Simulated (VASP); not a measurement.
A VASP calculation is set up with these files.

**INCAR**
```
! general
SYSTEM  = HfN
PREC    = Accurate
ENCUT   = 320
LREAL   = .False.
LASPH   = .True.

! electronic loop
EDIFF   = 1E-6
NELM    = 100
ALGO    = Normal
LMAXMIX = 6

! smearing
ISMEAR  = 1
SIGMA   = 0.1

! functional
GGA     = PS

! ions
ISIF    = 2

! output
LWAVE   = .False.
LCHARG  = .False.
```

**KPOINTS**
```
K-points
0
G
  10 10 10
0 0 0
```

POSCAR:
```
HfN
3.1902680
  0.0000000000   0.7071067384   0.7071067384
  0.7071067384   0.0000000000   0.7071067384
  0.7071067384   0.7071067384   0.0000000000
Hf N
1 1
Direct
  0.0000000000   0.0000000000   0.0000000000
  0.5000000000   0.5000000000   0.5000000000
```

POTCAR, in this order: Hf_pv N (PBE.64 set). Program: vasp_std.

Task: Write an equivalent input for Ansatz.

Result: One equivalent input (not run):
Ansatz 0.2 input:
```yaml
crystal:
  lattice:
    - [0.0000000, 2.2558600, 2.2558600]
    - [2.2558600, 0.0000000, 2.2558600]
    - [2.2558600, 2.2558600, 0.0000000]
  atoms:
    - { symbol: Hf, position: [0.0000000, 0.0000000, 0.0000000] }
    - { symbol: N, position: [0.5000000, 0.5000000, 0.5000000] }
kpoints:
  mp_grid: { grid: [10, 10, 10] }
hamiltonian:
  xc: pbesol
  pseudopotentials: { kind: paw }
scf:
  occupations: { method: methfessel_paxton, width: 0.1 }
  max_iter: 100
output: { forces: true, stress: true, eigenvalues: true }
```
Limits of the translation: each code has its own PAW files, so the cut-off isn't converted (ENCUT is set for VASP's; basis.ecutwfc is left out, and Ansatz then takes the one that its files recommend); Ansatz stops its SCF on the density residual and VASP on the energy change (EDIFF).

The structure comes from a computed database's HfN entry; how it stands against other phases isn't given here. The cell was not relaxed at this level. The run is one of a series of settings (ENCUT = 320 against the base run), some of them coarse on purpose.
